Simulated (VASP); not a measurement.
Data:

```
Zr
1.0
    1.61500    -2.79726     0.00000
    1.61500     2.79726     0.00000
    0.00000     0.00000     5.15000
Zr
2
Direct
  0.33333   0.66667   0.25000
  0.66667   0.33333   0.75000
```

Computed with PBE GGA with D3 dispersion (zero damping), VASP's PBE PAW potentials (set 64) (plane waves; VASP). Settings: 400 eV cut-off, 12×12×7 Γ-centred mesh, first-order Methfessel-Paxton smearing of 0.10 eV, potentials Zr_sv.

Task: What does the run give for the energy per atom (σ→0), pressure, band gap (on the k-mesh) with the smallest direct gap where there is one?

Result: 
The band gap (on the k-mesh) comes out as none (metal, semimetal or under 0.01 eV) and the energy per atom (σ→0) is -8.940 eV/atom. The pressure comes out as -3.22 GPa.

The compound is Zr in the hcp structure. The cell was not relaxed at this level. The run is one of a series of settings (IVDW = 11 against the base run), some of them coarse on purpose.
